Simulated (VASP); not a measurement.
Given:

```
NaH
1.0
    0.00000     2.38999     2.38999
    2.38999     0.00000     2.38999
    2.38999     2.38999     0.00000
Na H
1 1
Direct
  0.00000   0.00000   0.00000
  0.50000   0.50000   0.50000
```

Computed with r2SCAN meta-GGA, VASP's PBE PAW potentials (set 64) (plane waves; VASP). Settings: 520 eV cut-off, 10×10×10 Γ-centred mesh, Gaussian smearing of 0.050 eV, potentials Na_pv H.

### Question
The job: NaH (rock salt), 2 atoms, r2SCAN, static run, 520 eV, 10×10×10 Γ-centred mesh. Roughly how much core time does it take on a busy server core?

### Answer
About 30 core-seconds (one run on a shared machine, a rough figure). It had 47 irreducible k-points, 8 bands, up to 754 plane waves and 21 electronic steps.

The compound is NaH in the rock salt structure. It was relaxed first, which changed the volume by -6 %.
